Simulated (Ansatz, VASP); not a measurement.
## LiNbO3 in two plane-wave programs

Aim: how closely do two programs agree when they are given the same cell, functional and k mesh?

Program: Ansatz 0.2.0. Level of theory: plane waves, with VASP 6.6.1 beside it; single point at HSE06. Results are calculated unless marked as measured.

**1. Set-up**

Symmetry: R3c, No. 161, trigonal system. The conventional cell has a = 5.152 Å, b = 5.152 Å, c = 13.869 Å, α = 90.00°, β = 90.00°, γ = 120.00°. Li has 6 O at 2.07 to 2.24 Å nearest. Nb has 6 O at 1.88 to 2.13 Å nearest. Nearest to O lie 2 Nb at 1.88 to 2.13 Å and 2 Li at 2.07 to 2.24 Å. Farther neighbours and most contacts between anions are not listed.

**2. VASP: single point, HSE06**

A single point gives forces, pressure and levels at one fixed geometry, so differences don't come from the geometry; what else differs is listed under the comparison.

Lines of VASP's logs that name or quote its potential files are left out, and so is its time.

The run reads the wave functions of an earlier VASP run, which isn't shown here.

The input, INCAR:

```
SYSTEM = LiNbO3
PREC = Accurate
ENCUT = 650
EDIFF = 1E-06
NELM = 100
ISMEAR = 0
SIGMA = 0.02
LREAL = .FALSE.
ALGO = Normal
LHFCALC = .TRUE.
AEXX = 0.25
GGA = PE
HFSCREEN = 0.2
LASPH = .TRUE.
NBANDS = 44
PRECFOCK = Fast
LORBIT = 11
LWAVE = .FALSE.
LCHARG = .FALSE.
KPAR = 2
```

The input, POSCAR:

```
LiNbO3
1.0
    2.5758000000      1.4871388234      4.6230000000
   -2.5758000000      1.4871388234      4.6230000000
    0.0000000000     -2.9742776468      4.6230000000
Li Nb O
2 2 6
Direct
    0.2815000000      0.2815000000      0.2815000000
    0.7815000000      0.7815000000      0.7815000000
    0.0000550000      0.0000550000      0.0000550000
    0.5000550000      0.5000550000      0.5000550000
    0.1123100000      0.3583600000      0.7195900000
    0.7195900000      0.1123100000      0.3583600000
    0.3583600000      0.7195900000      0.1123100000
    0.2195900000      0.8583600000      0.6123100000
    0.8583600000      0.6123100000      0.2195900000
    0.6123100000      0.2195900000      0.8583600000
```

The input, KPOINTS:

```
Automatic mesh
0
Gamma
3 3 3
0 0 0
```

The projector-augmented-wave data sets are Li_sv, Nb_sv and O (PBE family, release 64).

The run is started by

```console
> mpirun -np 8 vasp_std
```

Numbers of over 12 decimals in the logs are rounded to 6 here.

What it wrote:

```text
[banner, memory and clock lines left out]
running    8 mpi-ranks, on    1 nodes
 distrk:  each k-point on    4 cores,    2 groups
 distr:  one band on    1 cores,    4 groups

 POSCAR found type information on POSCAR LiNbO
 POSCAR found :  3 types and      10 ions
|                                                                             |
|           W    W    AA    RRRRR   N    N  II  N    N   GGGG   !!!           |
|           W    W   A  A   R    R  NN   N  II  NN   N  G    G  !!!           |
|           W    W  A    A  R    R  N N  N  II  N N  N  G       !!!           |
|           W WW W  AAAAAA  RRRRR   N  N N  II  N  N N  G  GGG   !            |
|           WW  WW  A    A  R   R   N   NN  II  N   NN  G    G                |
|           W    W  A    A  R    R  N    N  II  N    N   GGGG   !!!           |
|                                                                             |
|     For optimal performance we recommend to set                             |
|       NCORE = 2 up to number-of-cores-per-socket                            |
|     NCORE specifies how many cores store one orbital (NPAR=cpu/NCORE).      |
|     This setting can greatly improve the performance of VASP for DFT.       |
|     The default, NCORE=1 might be grossly inefficient on modern             |
|     multi-core architectures or massively parallel machines. Do your        |
|     Unfortunately you need to use the default for GW and RPA                |
|     calculations (for HF NCORE is supported but not extensively tested      |
|     yet).                                                                   |
|                                                                             |

 LDA part: xc-table for (Slater+PW92), standard interpolation
 found WAVECAR, reading the header
 POSCAR, INCAR and KPOINTS ok, starting setup
 FFT: planning ... GRIDC
 FFT: planning ... GRID_SOFT
 FFT: planning ... GRID
 reading WAVECAR
 the WAVECAR file was read successfully
 initial charge from wavefunction
 entering main loop
       N       E                     dE             d eps       ncg     rms          rms(c)
DAV:   1    -0.970707191731E+02   -0.97071E+02   -0.17630E+00   764   0.120E+01    0.336E+00
DAV:   2    -0.969360215040E+02    0.13470E+00   -0.31407E-01   692   0.514E+00    0.144E+00
DAV:   3    -0.969393275315E+02   -0.33060E-02   -0.76837E-02   768   0.203E+00    0.818E-01
DAV:   4    -0.969351520382E+02    0.41755E-02   -0.17758E-02   640   0.866E-01    0.372E-01
DAV:   5    -0.969353168599E+02   -0.16482E-03   -0.54242E-03   816   0.378E-01    0.222E-01
DAV:   6    -0.969352007823E+02    0.11608E-03   -0.43255E-04   896   0.139E-01    0.121E-01
DAV:   7    -0.969351807739E+02    0.20008E-04   -0.10996E-04   800   0.632E-02    0.730E-02
DAV:   8    -0.969351740416E+02    0.67323E-05   -0.16518E-05   712   0.345E-02    0.444E-02
DAV:   9    -0.969351733952E+02    0.64636E-06   -0.83718E-06   688   0.224E-02
   1 F= -.96935173E+02 E0= -.96935173E+02  d E =-.878133E-23
```

OUTCAR, selected parts (step 2):

```text
ion  position               nearest neighbor table
   1  0.282  0.282  0.282-   9 2.07  10 2.07   8 2.07   6 2.24   7 2.24   5 2.24
   2  0.782  0.782  0.782-   5 2.07   6 2.07   7 2.07  10 2.24   8 2.24   9 2.24
   3  0.000  0.000  0.000-   7 1.88   6 1.88   5 1.88  10 2.13   8 2.13   9 2.13
   4  0.500  0.500  0.500-   8 1.88  10 1.88   9 1.88   6 2.13   7 2.13   5 2.13
   5  0.112  0.358  0.720-   3 1.88   2 2.07   4 2.13   1 2.24
   6  0.720  0.112  0.358-   3 1.88   2 2.07   4 2.13   1 2.24
   7  0.358  0.720  0.112-   3 1.88   2 2.07   4 2.13   1 2.24
   8  0.220  0.858  0.612-   4 1.88   1 2.07   3 2.13   2 2.24
   9  0.858  0.612  0.220-   4 1.88   1 2.07   3 2.13   2 2.24
  10  0.612  0.220  0.858-   4 1.88   1 2.07   3 2.13   2 2.24

  LATTYP: Found a trigonal (rhomboedric) cell.
 ALAT       =     5.4971316630
 COS(alpha) =     0.5608812359

 Subroutine GETGRP returns: Found  6 space group operations
 (whereof  3 operations were pure point group operations)

The static configuration has the point symmetry C_3 .
 The point group associated with its full space group is C_3v.

 Found      6 irreducible k-points:

   k-points           NKPTS =      6   k-points in BZ     NKDIM =     27   number of bands    NBANDS=     44

   dimension x,y,z NGX =    48 NGY =   48 NGZ =   48
   dimension x,y,z NGXF=    96 NGYF=   96 NGZF=   96

   ENCUT  =  650.0 eV  47.77 Ry    6.91 a.u.  11.43 11.43 11.43*2*pi/ulx,y,z

   NELECT =      68.0000    total number of electrons

 k-points in reciprocal lattice and weights: Automatic mesh
   0.00000000  0.00000000  0.00000000       0.037
   0.33333333  0.00000000  0.00000000       0.222
   0.33333333  0.33333333  0.00000000       0.222
  -0.33333333  0.33333333  0.00000000       0.222
   0.33333333  0.33333333  0.33333333       0.074
  -0.33333333  0.33333333  0.33333333       0.222

  exchange ACFDT corr.  =         0.00000000  see jH, gK, PRB 81, 115126

 average (electrostatic) potential at core
       1 -52.4157       2 -52.4157       3 -79.8992       4 -79.8992       5 -63.4616
       6 -63.4616       7 -63.4616       8 -63.4616       9 -63.4616      10 -63.4616

 E-fermi :   2.5696

 k-point     1 :       0.0000    0.0000    0.0000
  band No.  band energies     occupation
    ...
     30       1.6706      2.00000
     31       1.6959      2.00000
     32       1.8869      2.00000
     33       2.4339      2.00000
     34       2.4339      2.00000
     35       7.5077      0.00000
     36       7.5077      0.00000
     37       8.0102      0.00000
     38       9.2342      0.00000
     39       9.2342      0.00000
    ...

 k-point     2 :       0.3333    0.0000    0.0000
  band No.  band energies     occupation
    ...
     30       1.8864      2.00000
     31       1.9119      2.00000
     32       2.0599      2.00000
     33       2.1966      2.00000
     34       2.3367      2.00000
     35       7.5961      0.00000
     36       7.8448      0.00000
     37       8.3893      0.00000
     38       8.7372      0.00000
     39       9.3090      0.00000
    ...

 k-point     3 :       0.3333    0.3333    0.0000
  band No.  band energies     occupation
    ...
     30       1.5449      2.00000
     31       1.6280      2.00000
     32       1.9573      2.00000
     33       1.9654      2.00000
     34       2.2611      2.00000
     35       7.6073      0.00000
     36       8.1190      0.00000
     37       8.4458      0.00000
     38       8.7005      0.00000
     39       9.3159      0.00000
    ...

  energy-cutoff  :      650.00
  volume of cell :      106.25
      direct lattice vectors                 reciprocal lattice vectors
     2.575800000  1.487138823  4.623000000     0.194114450  0.112072030  0.072103252
    -2.575800000  1.487138823  4.623000000    -0.194114450  0.112072030  0.072103252
     0.000000000 -2.974277647  4.623000000     0.000000000 -0.224144060  0.072103252

 POSITION                                       TOTAL-FORCE (eV/Angst)
 -----------------------------------------------------------------------------------
      0.00000      0.00000      3.90412        -0.000000      0.000000      0.014074
      0.00000      0.00000     10.83862        -0.000000      0.000000      0.014074
      0.00000      0.00000      0.00076        -0.000000      0.000000      0.166907
      0.00000      0.00000      6.93526        -0.000000     -0.000000      0.166907
     -0.63378     -1.44031      5.50257         0.115665     -0.208847     -0.060327
      1.56423      0.17129      5.50257         0.123034      0.204593     -0.060327
     -0.93046      1.26902      5.50257        -0.238700      0.004254     -0.060327
     -1.64534     -0.21812      7.81407         0.238700      0.004254     -0.060327
      0.63378      1.53397      7.81407        -0.115665     -0.208847     -0.060327
      1.01157     -1.31585      7.81407        -0.123034      0.204593     -0.060327
 -----------------------------------------------------------------------------------
    total drift:                                0.000013     -0.000015      0.000256

  FREE ENERGIE OF THE ION-ELECTRON SYSTEM (eV)
  ---------------------------------------------------
  free  energy   TOTEN  =       -96.9351733952 eV

  energy  without entropy=      -96.9351733952  energy(sigma->0) =      -96.93517340

 total charge
# of ion       s       p       d       tot
------------------------------------------
    1        2.012   0.049   0.000   2.061
    2        2.012   0.049   0.000   2.061
    3        2.215   6.153   1.989  10.357
    4        2.215   6.153   1.989  10.357
    5        1.571   3.545   0.000   5.116
    6        1.571   3.545   0.000   5.116
    7        1.571   3.545   0.000   5.116
    8        1.571   3.545   0.000   5.116
    9        1.571   3.545   0.000   5.116
   10        1.571   3.545   0.000   5.116
--------------------------------------------------
tot         17.879  33.675   3.978  55.533

[... 3 further parts left out ...]
```

The k-mesh is coarse for exact exchange; levels may shift by about 0.1 eV on a finer one. This run has no path, so its gap is read on the mesh alone, an upper bound where the band edges lie off the mesh. The PAW data sets were made with PBE, which is usual practice but a small mismatch for other functionals.

(Continued in part 2 of 2.)

[Lines on the potential files, build, host, timing and source positions are cut from VASP's logs without a mark.]

[Logs are printed without paths, hosts, clocks, repeated set-up lines and the standing remarks that a program may print on its own settings, such as how far it seeks lower states.]

[Hosts, paths, dates, database ids (printed as entryN), source tags and the programs' standing remarks are cut or masked in the printed files.]
